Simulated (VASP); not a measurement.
A convergence study with VASP on Nb (bcc): a few settings are varied, all else stays as given below, so the limit is that of these other settings. The cell's lengths are 1 % over those of the tabulated start, so it is off equilibrium.

```xyz
1
Lattice="-1.6665 1.6665 1.6665 1.6665 -1.6665 1.6665 1.6665 1.6665 -1.6665" Properties=species:S:1:pos:R:3 pbc="T T T"
Nb     0.0000     0.0000     0.0000
```

Computed with PBE GGA, VASP's PBE PAW potentials (set 64) (plane waves; VASP). The last row used: LREAL = Auto, 600 eV cut-off, 13×13×13 Γ-centred mesh, first-order Methfessel-Paxton smearing of 0.10 eV, potentials Nb_sv.

```csv
setting,E (eV/atom),pressure (GPa),plane waves
"ENCUT = 300, LREAL = .FALSE., PREC = Normal",-10.2044,-5.29,236
"ENCUT = 400, LREAL = .FALSE., PREC = Normal",-10.2142,-4.91,358
"ENCUT = 500, LREAL = .FALSE., PREC = Normal",-10.2168,-4.35,479
"ENCUT = 600, LREAL = .FALSE., PREC = Normal",-10.2168,-4.29,632
"ENCUT = 500, LREAL = .FALSE., PREC = Accurate",-10.2168,-4.36,479
"ENCUT = 600, LREAL = .FALSE., PREC = Accurate",-10.2168,-4.29,632
"ENCUT = 300, LREAL = Auto, PREC = Normal",-10.2039,-5.32,236
"ENCUT = 400, LREAL = Auto, PREC = Normal",-10.2144,-4.96,358
"ENCUT = 500, LREAL = Auto, PREC = Normal",-10.2166,-4.32,479
"ENCUT = 600, LREAL = Auto, PREC = Normal",-10.2166,-4.26,632
"ENCUT = 300, LREAL = Auto, PREC = Accurate",-10.2031,-5.41,236
"ENCUT = 400, LREAL = Auto, PREC = Accurate",-10.2141,-4.91,358
"ENCUT = 500, LREAL = Auto, PREC = Accurate",-10.2165,-4.35,479
"ENCUT = 600, LREAL = Auto, PREC = Accurate",-10.2165,-4.29,632
```

Left out are rungs that failed or repeat a setting and relaxations that didn't move; long series are thinned to 24 rows.

The compound is Nb in the bcc structure. The cell was not relaxed at this level.
